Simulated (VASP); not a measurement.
```xyz
2
Lattice="1.3449 -2.3294 0.0000 1.3449 2.3294 0.0000 0.0000 0.0000 4.2421" Properties=species:S:1:pos:R:3 pbc="T T T"
Ru     1.3449     0.7765     1.0605
Ru     1.3449    -0.7765     3.1816
```

These are PBEsol GGA, VASP's PBE PAW potentials (set 64) (plane waves; VASP) values and carry that method's errors. Run with 400 eV cut-off, Gaussian smearing of 0.050 eV, potentials Ru_pv.

**Question.** Give the energies of bands 7 to 17 at the high-symmetry points, in eV from the Fermi level.

**Answer.** 
| band | Γ | M | K | A | L | H |
|---|---|---|---|---|---|---|
| 7 | -8.20 | -6.38 | -5.81 | -6.24 | -6.27 | -4.87 |
| 8 | -6.42 | -5.70 | -4.47 | -6.24 | -6.27 | -4.87 |
| 9 | -2.71 | -5.55 | -4.47 | -2.88 | -4.69 | -4.27 |
| 10 | -2.71 | -3.15 | -3.92 | -2.88 | -4.69 | -4.27 |
| 11 | -2.48 | -2.13 | -2.94 | -2.88 | -1.11 | -2.81 |
| 12 | -1.99 | -1.88 | -2.94 | -2.88 | -1.11 | -2.81 |
| 13 | -1.99 | -1.56 | -1.11 | -2.80 | 0.44 | -1.24 |
| 14 | -1.47 | 1.46 | 1.05 | -2.80 | 0.44 | -1.24 |
| 15 | -1.47 | 1.90 | 1.05 | 0.57 | 1.73 | 1.26 |
| 16 | 1.22 | 2.01 | 1.53 | 0.57 | 1.73 | 1.26 |
| 17 | 1.22 | 4.16 | 7.11 | 0.57 | 3.44 | 8.58 |

It has no gap at this level: it comes out as a metal or semimetal.

The compound is Ru in the hcp structure. It was relaxed first.
